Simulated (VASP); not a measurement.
Output of a VASP run:

**OSZICAR**
```
...
DAV:   3    -0.185970862911E+02   -0.69002E+00   -0.69002E+00   520   0.220E+01
DAV:   4    -0.185984813869E+02   -0.13951E-02   -0.13951E-02   560   0.985E-01
DAV:   5    -0.185984879697E+02   -0.65828E-05   -0.65827E-05   504   0.488E-02    0.682E+00
DAV:   6    -0.176655738254E+02    0.93291E+00   -0.68517E-01   384   0.520E+00    0.356E+00
DAV:   7    -0.173396552505E+02    0.32592E+00   -0.98012E-01   416   0.690E+00    0.515E-01
DAV:   8    -0.173532383650E+02   -0.13583E-01   -0.28430E-02   416   0.137E+00    0.846E-02
DAV:   9    -0.173532774794E+02   -0.39114E-04   -0.68401E-04   576   0.221E-01    0.234E-02
DAV:  10    -0.173533508582E+02   -0.73379E-04   -0.18861E-04   424   0.119E-01    0.113E-02
DAV:  11    -0.173533491892E+02    0.16689E-05   -0.79218E-06   496   0.192E-02    0.214E-03
DAV:  12    -0.173533494601E+02   -0.27084E-06   -0.53498E-07   544   0.662E-03    0.357E-04
DAV:  13    -0.173533494885E+02   -0.28420E-07   -0.29859E-08   280   0.146E-03
   1 F= -.17353349E+02 E0= -.17353349E+02  d E =-.173533E+02
       N       E                     dE             d eps       ncg     rms          rms(c)
DAV:   1    -0.173539019853E+02   -0.55253E-03   -0.47503E-03   496   0.528E-01    0.298E-02
DAV:   2    -0.173538998307E+02    0.21545E-05   -0.29576E-05   400   0.477E-02    0.184E-02
DAV:   3    -0.173538988695E+02    0.96123E-06   -0.15600E-05   472   0.261E-02    0.196E-03
DAV:   4    -0.173538990640E+02   -0.19454E-06   -0.31598E-07   408   0.450E-03    0.100E-03
DAV:   5    -0.173538991883E+02   -0.12424E-06   -0.12014E-07   416   0.258E-03    0.123E-04
DAV:   6    -0.173538991874E+02    0.84525E-09   -0.34730E-09   200   0.528E-04
   2 F= -.17353899E+02 E0= -.17353899E+02  d E =-.549699E-03
       N       E                     dE             d eps       ncg     rms          rms(c)
DAV:   1    -0.173544026790E+02   -0.50349E-03   -0.29785E-02   504   0.132E+00    0.746E-02
DAV:   2    -0.173543911073E+02    0.11572E-04   -0.18379E-04   400   0.119E-01    0.460E-02
DAV:   3    -0.173543873433E+02    0.37640E-05   -0.96636E-05   456   0.651E-02    0.487E-03
DAV:   4    -0.173543883770E+02   -0.10337E-05   -0.20311E-06   408   0.114E-02    0.240E-03
DAV:   5    -0.173543889712E+02   -0.59418E-06   -0.68337E-07   416   0.618E-03    0.303E-04
DAV:   6    -0.173543889817E+02   -0.10518E-07   -0.22676E-08   224   0.134E-03
   3 F= -.17354389E+02 E0= -.17354389E+02  d E =-.103949E-02
       N       E                     dE             d eps       ncg     rms          rms(c)
DAV:   1    -0.173543966729E+02   -0.77018E-05   -0.35304E-04   504   0.144E-01    0.811E-03
DAV:   2    -0.173543966333E+02    0.39644E-07   -0.21850E-06   408   0.129E-02    0.500E-03
DAV:   3    -0.173543967253E+02   -0.91984E-07   -0.11464E-06   448   0.709E-03    0.530E-04
DAV:   4    -0.173543967214E+02    0.38404E-08   -0.22628E-08   192   0.123E-03
   4 F= -.17354397E+02 E0= -.17354397E+02  d E =-.104723E-02
       N       E                     dE             d eps       ncg     rms          rms(c)
DAV:   1    -0.173544237279E+02   -0.27003E-04   -0.73258E-04   384   0.260E-01    0.732E-03
DAV:   2    -0.173544234960E+02    0.23188E-06   -0.42498E-06   424   0.198E-02    0.432E-03
DAV:   3    -0.173544232373E+02    0.25870E-06   -0.74478E-07   496   0.506E-03    0.306E-04
DAV:   4    -0.173544232365E+02    0.82481E-09   -0.10947E-08   200   0.937E-04
   5 F= -.17354423E+02 E0= -.17354423E+02  d E =-.265150E-04
```

**OUTCAR**
```
------------------------ aborting loop because EDIFF is reached ----------------------------------------
  FORCE on cell =-STRESS in cart. coord.  units (eV):
  Direction    XX          YY          ZZ          XY          YZ          ZX
  --------------------------------------------------------------------------------------
  Total        1.1795354      1.1795354      1.1890316     -0.0000000      0.0000000      0.0000000
  in kB       31.8583773     31.8583773     32.1148630     -0.0000000      0.0000000      0.0000000
  external PRESSURE =      31.9438725 kB  Pullay stress =       0.0000000 kB
  volume of cell :       59.32
      direct lattice vectors                 reciprocal lattice vectors
     4.450947341 -0.000000000  0.000000000     0.224671272  0.000000000  0.000000000
    -0.000000000  4.450947341  0.000000000     0.000000000  0.224671272  0.000000000
     0.000000000  0.000000000  2.994283948     0.000000000  0.000000000  0.333969663
 POSITION                                       TOTAL-FORCE (eV/Angst)
 -----------------------------------------------------------------------------------
      0.00000      0.00000      0.00000         0.000000      0.000000      0.000000
      2.22547      2.22547      1.49714         0.000000      0.000000      0.000000
      1.35362      1.35362      0.00000         0.004412      0.004412      0.000000
      3.57909      0.87186      1.49714         0.004412     -0.004412     -0.000000
      0.87186      3.57909      1.49714        -0.004412      0.004412      0.000000
      3.09733      3.09733      2.99428        -0.004412     -0.004412     -0.000000
 -----------------------------------------------------------------------------------
    total drift:                                0.000000      0.000000      0.000000
  FREE ENERGIE OF THE ION-ELECTRON SYSTEM (eV)
  ---------------------------------------------------
  free  energy   TOTEN  =       -17.3544232365 eV

  energy  without entropy=      -17.3544232365  energy(sigma->0) =      -17.35442324

 reached required accuracy - stopping structural energy minimisation
```
(Selected blocks of OUTCAR.)

File POSCAR:
```
MgH2
1
    4.4644840830     0.0000000000     0.0000000000
    0.0000000000     4.4644840830     0.0000000000
    0.0000000000     0.0000000000     2.9761535672
Mg H
2 4
Direct
  0.0000000000   0.0000000000   0.0000000000
  0.5000000000   0.5000000000   0.5000000000
  0.3043600906   0.3043600906   0.0000000000
  0.8043600906   0.1956399094   0.5000000000
  0.1956399094   0.8043600906   0.5000000000
  0.6956399094   0.6956399094   0.0000000000
```

Problem. Reconstruct the remaining input files.

Solution. Several could match; the one computed here: the input of the run itself, RPBE GGA, plane waves, VASP's PBE PAW potentials (set 64).

**INCAR**
```
! general
SYSTEM = MgH2
PREC   = Accurate
ENCUT  = 520   ! plane-wave cut-off (eV)
LREAL  = .FALSE.
LASPH  = .TRUE.

! electronic loop
EDIFF  = 1E-7
NELM   = 100   ! most electronic steps
ALGO   = Normal   ! blocked Davidson

! smearing
ISMEAR = 0   ! Gaussian
SIGMA  = 0.05

! functional
GGA    = RP

! ions
IBRION = 2   ! conjugate gradients
NSW    = 30   ! most ionic steps
ISIF   = 4
EDIFFG = -0.01   ! ionic stop

! output
LWAVE  = .FALSE.
LCHARG = .FALSE.
```

### KPOINTS
```
Automatic mesh
0
Gamma
  5 5 7
0 0 0
```

POTCAR, in this order: Mg H (PBE.64 set). Program: vasp_std.

The compound is MgH2 in the rutile structure. This cell is one point of a volume scan, at 0.94 of the reference volume. Symmetry was kept, so distortions that lower it aren't found.
